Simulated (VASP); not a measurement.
Level of theory: LDA (Ceperley-Alder, Perdew-Zunger), VASP's LDA PAW potentials (set 64) (plane waves; VASP).

Input for VASP

### KPOINTS
```
kpoints
0
G
  7 7 2
```

### INCAR
```
SYSTEM = WS2
NELM = 100
LMAXMIX = 6
LREAL = .FALSE.
PREC = Accurate
ISIF = 2   ! forces and stress, cell fixed
EDIFF = 1E-8   ! SCF stop (eV)
SIGMA = 0.05   ! width (eV)
ALGO = Normal   ! blocked Davidson
LCHARG = .FALSE.
LWAVE = .FALSE.
LASPH = .TRUE.   ! aspherical one-centre terms
ENCUT = 400
NSW = 30   ! most ionic steps
EDIFFG = -0.001   ! ionic stop
ISMEAR = 0
IBRION = 1   ! quasi-Newton
```

POSCAR:
```
WS2
1.0
  1.5642004382  -2.7092746107   0.0000000000
  1.5642004382   2.7092746107   0.0000000000
  0.0000000000   0.0000000000  12.1782107521
W S
2 4
Direct
  0.3333330000   0.6666670000   0.2500000000
  0.6666670000   0.3333330000   0.7500000000
  0.3333330000   0.6666670000   0.8784065417
  0.6666670000   0.3333330000   0.3784065417
  0.6666670000   0.3333330000   0.1215934583
  0.3333330000   0.6666670000   0.6215934583
```

POTCAR, in this order: W_sv S (LDA.64 set). Program: vasp_std.

What will the output report for the number of irreducible k-points (NKPTS), largest plane-wave count, number of space-group operations, FFT grid (NGX, NGY, NGZ)?

- number of irreducible k-points (NKPTS) = 16
- largest plane-wave count = 1888
- number of space-group operations = 24
- FFT grid (NGX, NGY, NGZ) = 20 × 20 × 80

The compound is WS2 in the 2H layered structure. It was relaxed first. The start is the result of an earlier pass.
